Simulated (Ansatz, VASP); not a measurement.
# HC3 in two plane-wave programs

Aim: how closely do two programs agree when they are given the same cell, functional and k mesh? The structure shown is frame 57 of Ansatz's trajectory.

Program: Ansatz 0.2.0. Level of theory: plane waves, with VASP 6.6.1 beside it; single point at PBE with D4. Results are calculated unless marked as measured.

### Step 1. Starting point

The cell holds 120 atoms: 90 C and 30 H. Cell: a = 12.611 Å, b = 10.701 Å, c = 15.412 Å, α = 90.0°, β = 90.0°, γ = 90.0°. It derives from C (diamond-structure). As first built, before any earlier steps moved the atoms (in the runner's words): diamond-structure C (a = 3.567 A), (110) slab of 3 atomic planes, 5 x 3 surface cells, H on the broken bonds of the bottom face; displaced by a Gaussian of 0.02 A. Vacuum lies along c.

### Step 2. Ansatz: dynamics, PBE with D4

Ansatz runs on its default PAW (the set named soft_2) files.

One frame of this run of dynamics is then solved in both programs, so the motion causes no difference.

input.yaml

```yaml
crystal:
  lattice:
    - [12.61125, 0.0, 0.0]
    - [0.0, 10.701, 0.0]
    - [0.0, 0.0, 15.41223]
  atoms:
    - { symbol: C, position: [0.90047, 0.16544, 0.44672] }
    - { symbol: C, position: [0.99961, 0.08516, 0.44683] }
    - { symbol: C, position: [0.00217, 0.99974, 0.52846] }
    - { symbol: C, position: [0.89902, 0.25417, 0.52898] }
    - { symbol: C, position: [0.9023, 0.16843, 0.61108] }
    - { symbol: C, position: [0.99946, 0.08842, 0.61188] }
    - { symbol: C, position: [0.10217, 0.16836, 0.44729] }
    - { symbol: C, position: [0.20177, 0.08247, 0.44573] }
    - { symbol: C, position: [0.19832, 0.00317, 0.52955] }
    - { symbol: C, position: [0.10297, 0.25095, 0.53039] }
    - { symbol: C, position: [0.10086, 0.16945, 0.61153] }
    - { symbol: C, position: [0.1974, 0.08155, 0.60957] }
    - { symbol: C, position: [0.89936, 0.50099, 0.44588] }
    - { symbol: C, position: [0.00103, 0.41191, 0.4488] }
    - { symbol: C, position: [0.99908, 0.33135, 0.53105] }
    - { symbol: C, position: [0.9023, 0.58524, 0.53123] }
    - { symbol: C, position: [0.89824, 0.49744, 0.61184] }
    - { symbol: C, position: [0.99448, 0.41753, 0.61139] }
    - { symbol: C, position: [0.29832, 0.16978, 0.4444] }
    - { symbol: C, position: [0.39793, 0.08318, 0.44573] }
    - { symbol: C, position: [0.39746, 0.99951, 0.53037] }
    - { symbol: C, position: [0.30018, 0.2527, 0.5286] }
    - { symbol: C, position: [0.29795, 0.17216, 0.61147] }
    - { symbol: C, position: [0.40253, 0.08404, 0.61343] }
    - { symbol: C, position: [0.10051, 0.50141, 0.44924] }
    - { symbol: C, position: [0.20003, 0.41578, 0.44664] }
    - { symbol: C, position: [0.20192, 0.33337, 0.52923] }
    - { symbol: C, position: [0.0959, 0.58366, 0.53125] }
    - { symbol: C, position: [0.10223, 0.50351, 0.60902] }
    - { symbol: C, position: [0.19773, 0.41671, 0.61245] }
[... 84 atom lines left out ...]
    - { symbol: H, position: [0.69675, 0.55719, 0.39097] }
    - { symbol: H, position: [0.79844, 0.35767, 0.38845] }
    - { symbol: H, position: [0.49945, 0.89151, 0.38727] }
    - { symbol: H, position: [0.6, 0.69288, 0.39061] }
    - { symbol: H, position: [0.69696, 0.89142, 0.39001] }
    - { symbol: H, position: [0.79995, 0.69629, 0.38937] }
kpoints:
  mp_grid: { grid: [1, 1, 1] }
hamiltonian:
  xc: pbe
  dispersion: d4
scf:
  occupations: { method: gaussian, width: 0.025 }
output:
  forces: true
md:
  timestep: 0.5
  n_steps: 170
  ensemble: nvt_nose_hoover
  temperature: 300
  initial_velocities: maxwell_boltzmann
  seed: 9587
  constraints:
    - { sites: [0, 1, 2, 3, 6, 7, 8, 12, 13, 18, 19, 21, 24, 25, 26, 30, 31, 32, 33, 36, 37, 38, 39, 42, 43, 45, 48, 49, 50, 54, 55, 56, 57, 60, 61, 63, 66, 67, 68, 72, 73, 74, 78, 79, 80, 81, 84, 85, 86, 87, 90, 91, 92, 93, 94, 95, 96, 97, 98, 99, 100, 101, 102, 103, 104, 105, 106, 107, 108, 109, 110, 111, 112, 113, 114, 115, 116, 117, 118, 119], fix: xyz }
```

The run is started by

```sh
> ansatz run input.yaml --threads 4 --pin off --max-ram 8192MiB --backend cpu --events-out ev --progress --plain --runs-dir out
```

Numbers of over 12 decimals in the logs are rounded to 6 here.

The log of the run:

```text
Warning: md: disabling space-group detection — thermal motion breaks the input geometry's symmetry, so no spatial operation reduces the k-mesh or symmetrises the density; time reversal is kept, so that k and −k are solved as one point where they differ and the mesh holds both, and exact exchange and, on two spinor components, a DFT+U term hold to it where the run has them: on two components no moment then forms, and  [...]
Engine: ansatz 0.2.0, aarch64-unknown-linux-gnu
Pseudopotentials: kind: paw
Pseudopotential: C, paw, valence charge 4, recommended cutoff 420 eV (normal), C.paw.azcp
Pseudopotential: H, paw, valence charge 1, recommended cutoff 420 eV (normal), H.paw.azcp
Functional definition: PBE
  parameter kappa = 0.804
  parameter beta = 0.066725
  exchange = pbe_x(kappa = kappa, mu = beta*pi^2/3)
  correlation = pbe_c(beta = beta)
Crystal: 120 atoms, lattice volume = 2079.926 Å³
Basis set: ecut = 420 eV, 40631 PW (Γ), exchange–correlation on 180×144×216 points (8 copies of the dense FFT grid, shifted against one another)
Bands: 315, of which v1, the nominal top of the filled ones, is band 195 counted from 1 (194 counted from 0)
Symmetry: 1 space group operations
k-points: 1
Non-local potential: C, projectors of the file, l = 0: 2, l = 1: 2, l = 2: 1
Non-local potential: H, projectors of the file, l = 0: 2, l = 1: 1
PAW form: soft (Blöchl's): semilocal exchange-correlation on the pseudo side does not see the compensation charge
PAW one-centre angular grid: C, 110 points (default); XC on 64 Gauss nodes
PAW one-centre angular grid: H, 110 points (default); XC on 64 Gauss nodes
Initial density: superposition of atomic densities (neutral atoms: chi_scale 0, normalization atom), corrected by the library's trained network
Initial wavefunctions: pseudopotential atomic-orbital guess
Functional: x = pbe(κ = 0.804, μ = 0.219515), c = pbe(β = 0.066725)
SCF iter   1: F=—  HF=-23011.539904 eV  |F-HF|=—  |Δ(HF+E_count)|=         —  Δρ=9.00e-3  dr2=8.55e0  ethr=1.77e-3  ⟨swp⟩=8.0  Hψ=1770  notcnv=0  defer=74
preconditioner: auto → Resta (q_TF=auto, 2.064 Å⁻¹)  ε∞=2.2  [insulator: Δε(μ)=0.417 eV  Ē_g=14.591 eV  σ=0.025 eV  W_gap=1.00  n_scr=304 (ndim 8)  ℏωp=16.1 eV  f_vac=0.590  D(μ)=0.00/eV (n_scr^D=0)  ε∞_Penn≈2.2  vacuum switching on, ρ_ref=1.5e-2 e/Å³]
SCF iter   2: F=—  HF=-23010.378420 eV  |F-HF|=—  |Δ(HF+E_count)|=    1.16e0  Δρ=7.90e-3  dr2=3.56e0  ethr=1.77e-3  ⟨swp⟩=2.0  Hψ=430  notcnv=0  defer=116
SCF iter   3: F=—  HF=-23010.429507 eV  |F-HF|=—  |Δ(HF+E_count)|=   5.11e-2  Δρ=8.53e-3  dr2=5.42e0  ethr=9.12e-4  ⟨swp⟩=2.0  Hψ=383  notcnv=0  defer=116
SCF iter   4: F=—  HF=-23010.071597 eV  |F-HF|=—  |Δ(HF+E_count)|=   3.58e-1  Δρ=3.40e-3  dr2=6.62e-1  ethr=9.12e-4  ⟨swp⟩=3.0  Hψ=216  notcnv=0  defer=116
SCF iter   5: F=—  HF=-23010.118399 eV  |F-HF|=—  |Δ(HF+E_count)|=   4.68e-2  Δρ=4.20e-3  dr2=1.01e0  ethr=1.70e-4  ⟨swp⟩=3.0  Hψ=388  notcnv=0  defer=111
SCF iter   6: F=—  HF=-23010.047364 eV  |F-HF|=—  |Δ(HF+E_count)|=   7.10e-2  Δρ=1.07e-3  dr2=5.41e-2  ethr=1.70e-4  ⟨swp⟩=5.0  Hψ=235  notcnv=0  defer=111
SCF iter   7: F=—  HF=-23010.044620 eV  |F-HF|=—  |Δ(HF+E_count)|=   2.74e-3  Δρ=4.56e-4  dr2=9.56e-3  ethr=1.39e-5  ⟨swp⟩=1.0  Hψ=363  notcnv=0  defer=112
SCF iter   8: F=—  HF=-23010.044146 eV  |F-HF|=—  |Δ(HF+E_count)|=   4.74e-4  Δρ=3.53e-4  dr2=6.27e-3  ethr=2.45e-6  ⟨swp⟩=2.0  Hψ=358  notcnv=0  defer=112
SCF iter   9: F=—  HF=-23010.043862 eV  |F-HF|=—  |Δ(HF+E_count)|=   2.85e-4  Δρ=1.73e-4  dr2=1.22e-3  ethr=1.61e-6  ⟨swp⟩=2.0  Hψ=220  notcnv=0  defer=112
SCF iter  10: F=—  HF=-23010.043827 eV  |F-HF|=—  |Δ(HF+E_count)|=   3.52e-5  Δρ=1.06e-4  dr2=5.34e-4  ethr=3.13e-7  ⟨swp⟩=2.0  Hψ=219  notcnv=0  defer=112
[...]
SCF iter  13: F=—  HF=-23010.046123 eV  |F-HF|=—  |Δ(HF+E_count)|=   2.22e-3  Δρ=2.54e-5  dr2=1.97e-5  ethr=8.43e-9  ⟨swp⟩=2.0  Hψ=372  notcnv=0  defer=112
SCF iter  14: F=—  HF=-23010.046127 eV  |F-HF|=—  |Δ(HF+E_count)|=   3.73e-6  Δρ=1.20e-5  dr2=3.13e-6  ethr=5.05e-9  ⟨swp⟩=3.0  Hψ=331  notcnv=0  defer=112
SCF iter  15: F=—  HF=-23010.046128 eV  |F-HF|=—  |Δ(HF+E_count)|=   1.07e-6  Δρ=6.45e-6  dr2=9.46e-7  ethr=8.03e-10  ⟨swp⟩=3.0  Hψ=404  notcnv=0  defer=112
[...]
SCF iter   4: F=—  HF=-23021.556672 eV  |F-HF|=—  |Δ(HF+E_count)|=   5.78e-4  Δρ=1.68e-4  dr2=1.60e-3  ethr=1.55e-6  ⟨swp⟩=2.0  Hψ=281  notcnv=0  defer=4
SCF iter   5: F=—  HF=-23021.556521 eV  |F-HF|=—  |Δ(HF+E_count)|=   1.50e-4  Δρ=7.27e-5  dr2=1.24e-4  ethr=4.10e-7  ⟨swp⟩=2.0  Hψ=312  notcnv=0  defer=4
SCF iter   6: F=—  HF=-23021.556501 eV  |F-HF|=—  |Δ(HF+E_count)|=   2.06e-5  Δρ=3.43e-5  dr2=1.39e-5  ethr=3.18e-8  ⟨swp⟩=2.0  Hψ=356  notcnv=0  defer=4
SCF iter   7: F=—  HF=-23021.558291 eV  |F-HF|=—  |Δ(HF+E_count)|=   1.79e-3  Δρ=1.52e-5  dr2=3.39e-6  ethr=3.57e-9  ⟨swp⟩=2.0  Hψ=472  notcnv=0  defer=4
SCF iter   8: F=—  HF=-23021.558291 eV  |F-HF|=—  |Δ(HF+E_count)|=   5.23e-7  Δρ=6.74e-6  dr2=2.23e-6  ethr=8.70e-10  ⟨swp⟩=2.0  Hψ=386  notcnv=0  defer=4
SCF iter   9: F=—  HF=-23021.558291 eV  |F-HF|=—  |Δ(HF+E_count)|=   1.23e-7  Δρ=2.52e-6  dr2=1.46e-7  ethr=5.71e-10  ⟨swp⟩=2.0  Hψ=310  notcnv=0  defer=4
SCF iter  10: F=-23021.558291 eV  HF=-23021.558291 eV  |F-HF|=5.21e-9  |Δ(HF+E_count)|=   1.37e-8  Δρ=1.39e-6  dr2=3.78e-8  ethr=2.56e-11  ⟨swp⟩=4.0  Hψ=825  notcnv=0
SCF 171 converged in 10 iterations: F = -23021.558291 eV  dr2 = 3.78e-8
  greatest PAW one-centre occupation: 0.685 electrons in one spin orbital (limit 2), on the C atom at site 4 (counted from 0), in its partial waves of l = 0
md step   170: t =    85.00 fs  T =  1433.1 K  F+E_penalty+E_count = -23021.55829095 eV  E_kin = 7.409955 eV  conserved = -23008.51602901 eV  (10 SCF iters, 3 dispersion substeps)
SCF converged after 10 iterations
Free energy (F): -23021.558291 eV
Harris-Foulkes:  -23021.558291 eV  (|F-HF|=5.21e-9)
Internal energy: -23021.558291 eV  (E = F + TS)
E sigma→0 (E₀):  -23021.558291 eV
Fermi energy:    0.788410 eV
--- Per-component energies (eV) ---
  E_band       = -3248.834196
  E_kinetic    = 8723.653244
  E_local      = -152079.642614  (includes V_loc(G=0)·N_el)
  E_nonlocal   = 2486.866570
  E_hartree    = 72004.465915
  E_xc         = -4634.821506
  E_vxc        = -5761.078637  (∫ρ·V_xc dr)
  E_paw        = -8952.960204  (= ΣΔE_a)
  E_vpaw       = -627.515788  (= ΣTr[D̂ρ^β])
  E_aug_tail   = -0.041399  (compensation charges beyond the density's cutoff)
  E_ewald      = 59445.685841
  E_disp       = -14.764137  (pairwise vdW)
  E_smearing   = -0.000000  (= −TS)
  E_closure    = 0.000000  (closes the sum)
  Σ components = -23021.558291   (vs F -23021.558291, Δ=0.00e0)
--- Forces (eV/Å), atoms counted from 1 ---
  atom   1  C     -0.65913557    -0.76706749    -0.33512653
  atom   2  C      0.93360385     0.82805996    -0.34759940
  atom   3  C     -1.48095386    -0.98009940     0.08512951
  atom   4  C     -0.01383369     0.42483735     0.02084053
  atom   5  C      1.59401058     1.35882570     1.40536521
  atom   6  C      1.09506341    -1.24287755    -0.54852861
  atom   7  C     -0.45274746    -1.91053767     0.05082569
  atom   8  C     -0.85523417     4.33493316     2.48923036
  atom   9  C      1.04658462    -2.45649248    -0.02933352
  atom  10  C     -0.59461943    -0.41218645     2.04777688
  atom  11  C     -0.05845844     0.58486923    -1.73482755
  atom  12  C      1.31047356     1.41885006    -0.33435561
  atom  13  C      0.29799938    -1.67091838     0.13191533
  atom  14  C     -0.29555632     3.65469958     0.86011901
  atom  15  C      0.27515195     2.62662947    -0.09873975
  atom  16  C      0.33588676    -0.44126369     1.00982272
  atom  17  C     -0.58426400     0.58363690    -0.50249203
  atom  18  C      1.03412537     0.69944592    -1.16932754
  atom  19  C      0.73701772    -2.93351449     1.44207413
  atom  20  C      0.60272004     3.16387682     1.62584006
  atom  21  C      1.86980881    -0.39158384     0.60829859
  atom  22  C      0.44028738     0.52568701    -0.07549783
  atom  23  C     -0.65627574    -1.40117801     0.12101217
  atom  24  C     -0.70941877     2.14344204    -1.31129860
[...]
atom 113  H     -0.03392846     0.25434608    -0.34664046
  atom 114  H     -0.15614684    -0.66445643    -1.53089675
  atom 115  H      0.10273144     1.03547187    -1.62077201
  atom 116  H      0.14185014    -0.11399286    -0.33874095
  atom 117  H      0.05805865     0.14586014    -0.48376233
  atom 118  H      0.08700258     0.08524355     0.09866930
  atom 119  H      0.06415051     0.74628854    -1.47865951
  atom 120  H      0.13939865    -1.19901307    -1.59115894
  max |Σ_I F_I| component: 3.56e-4 eV/Å
--- MD trajectory: 170 steps, t = 0.0 → 85.0 fs ---
  final state: T = 1433.1 K   F+E_penalty+E_count = -23021.55829095 eV   E_kin = 7.409955 eV
  conserved energy: peak-to-peak 2.528e-2 eV (2.106e-4 eV/atom) over 85.0 fs
```

The column dr2 measures how far the density is from self-consistency, as an energy; F and HF (Harris–Foulkes) agree once it is small.

### Step 3. VASP: single point, PBE with D4

The same cell, functional, mesh and smearing now go to VASP, with its own data sets.

Lines of VASP's logs that name or quote its potential files are left out, and so is its time.

INCAR

```
SYSTEM = HC3
PREC = Accurate
ENCUT = 520
EDIFF = 1E-06
NELM = 120
ISMEAR = 0
SIGMA = 0.025
LREAL = Auto
ALGO = Normal
GGA = PE
IVDW = 13
NBANDS = 288
LORBIT = 11
LWAVE = .FALSE.
LCHARG = .FALSE.
ISIF = 2
LASPH = .TRUE.
GGA_COMPAT = .FALSE.
EFERMI = MIDGAP
NCORE = 4
```

POSCAR

```
HC3
1.0
   12.6112500000      0.0000000000      0.0000000000
    0.0000000000     10.7010000000      0.0000000000
    0.0000000000      0.0000000000     15.4122300000
C H
90 30
Direct
    0.9004737833      0.1654424820      0.4467231543
    0.9996074933      0.0851602654      0.4468269679
    0.0021726633      0.9997383422      0.5284569462
    0.8990226980      0.2541725072      0.5289825029
    0.9007037367      0.1606018129      0.5890257283
    0.9973476063      0.0910288758      0.5892398439
    0.1021706809      0.1683580974      0.4472876410
    0.2017722272      0.0824689281      0.4457304362
    0.1983229260      0.0031679282      0.5295469896
    0.1015363267      0.2584898608      0.5335308388
    0.0999187234      0.1623773479      0.5945083872
    0.1972841709      0.0893748248      0.5951831760
    0.8993636634      0.5009905616      0.4458796683
    0.0010308257      0.4119054294      0.4487994275
    0.9973793240      0.3269507523      0.5301179648
    0.8996729111      0.5941313896      0.5262573943
    0.8988641094      0.4964302402      0.5879551499
    0.9955079790      0.4257452575      0.5898043307
    0.2983209436      0.1697785254      0.4444003236
    0.3979304193      0.0831791421      0.4457304362
    0.4000079294      0.9887674049      0.5288008290
    0.3001764298      0.2526960097      0.5285996900
    0.3029517296      0.1636762919      0.5914004657
    0.4053047874      0.0864031399      0.5879162198
    0.1005134305      0.5014110831      0.4492406355
    0.2000277530      0.4157835716      0.4466388057
    0.2019228863      0.3333707130      0.5292290603
    0.0956289028      0.5866834875      0.5282622956
    0.1032490832      0.4958788898      0.5923088353
    0.2010189315      0.4255116344      0.5890841235
[... 84 atom lines left out ...]
    0.6967509168      0.5571909167      0.3909687307
    0.7984379027      0.3576675077      0.3884512494
    0.4994508871      0.8915054668      0.3872703691
    0.6000039647      0.6928791702      0.3906118712
    0.6969570820      0.8914213625      0.3900084543
    0.7999524234      0.6962900663      0.3893725957
```

KPOINTS

```
Automatic mesh
0
Gamma
1 1 1
0 0 0
```

PAW data sets: C and H (PBE family, release 64).

The run is started by

```sh
> mpirun -np 16 vasp_gam
```

The log of the run:

```text
[banner, memory and clock lines left out]
running   16 mpi-ranks, on    1 nodes
[...]
LDA part: xc-table for (Slater+PW92), standard interpolation
 POSCAR, INCAR and KPOINTS ok, starting setup
[...]
entering main loop
       N       E                     dE             d eps       ncg     rms          rms(c)
DAV:   1     0.408293480993E+04    0.40829E+04   -0.18836E+05   592   0.120E+03
DAV:   2    -0.358278967054E+03   -0.44412E+04   -0.41981E+04   896   0.300E+02
DAV:   3    -0.911906523961E+03   -0.55363E+03   -0.54783E+03   712   0.114E+02
DAV:   4    -0.930548321752E+03   -0.18642E+02   -0.18563E+02   744   0.245E+01
[...]
DAV:  24    -0.870681331641E+03   -0.22335E-04   -0.13986E-06   488   0.133E-03    0.411E-04
DAV:  25    -0.870681334400E+03   -0.27599E-05   -0.33076E-07   472   0.694E-04    0.399E-04
DAV:  26    -0.870681334974E+03   -0.57324E-06   -0.94583E-08   464   0.383E-04
   1 F= -.88563798E+03 E0= -.88563798E+03  d E =0.000000E+00
```

OUTCAR, selected parts (step 3):

```text
  FREE ENERGIE OF THE ION-ELECTRON SYSTEM (eV)
  ---------------------------------------------------
  free  energy   TOTEN  =      -885.6379778594 eV

  energy  without entropy=     -885.6379778594  energy(sigma->0) =     -885.63797786
```

### Step 4. Differences

Known differences besides the potentials themselves: the cutoff is 420 eV in Ansatz and 520 eV in VASP (PREC = Accurate, projectors in real space). Total energies have different zeros and are not compared.

Forces on 9 of the 120 atoms, those with the largest forces and the largest differences (eV/Å; atoms numbered as in POSCAR):

```
atom         Ansatz x, y, z           VASP x, y, z
 C18    2.196, 4.080, 2.571    2.219, 4.095, 2.621
 C23  -0.685, -7.111, 3.395  -0.685, -7.129, 3.443
 C24   -2.169, 5.843, 2.926   -2.185, 5.838, 2.966
 C30    0.180, 5.126, 4.394    0.177, 5.125, 4.444
 C41   1.060, -6.510, 3.455   1.063, -6.507, 3.501
 C47   0.058, -5.199, 3.128   0.060, -5.199, 3.181
 C77   1.268, -6.440, 2.636   1.274, -6.456, 2.679
 C78   -2.683, 5.671, 4.247   -2.697, 5.680, 4.298
 C88  -1.021, 6.780, -2.934  -1.016, 6.826, -2.957
```

The forces differ by 19 meV/Å r.m.s., which is 0.8 % of the r.m.s. force of 2.278 eV/Å (both taken over all components). With vacuum in the cell, a pressure given here is an average over mostly empty space and none of the material.

### Step 5. Results

```yaml
r_m_s_force_difference_single_point_pbe_with_d4: 0.83 % of the r.m.s. force
```

In words: The r.m.s. force difference is 0.83 % of the r.m.s. force (single point, PBE with D4), within the 3 % picked in this series as the mark of a large difference. 2 further runs of this series are not shown here. Such differences can come from data sets, numerical settings and the points named under the comparisons, not from the functional's error against experiment.

[Lines on the potential files, build, host, timing and source positions are cut from VASP's logs without a mark.]

[Logs are printed without paths, hosts, clocks, repeated set-up lines and the standing remarks that a program may print on its own settings, such as how far it seeks lower states.]

[Hosts, paths, dates, database ids (printed as entryN), source tags and the programs' standing remarks are cut or masked in the printed files.]
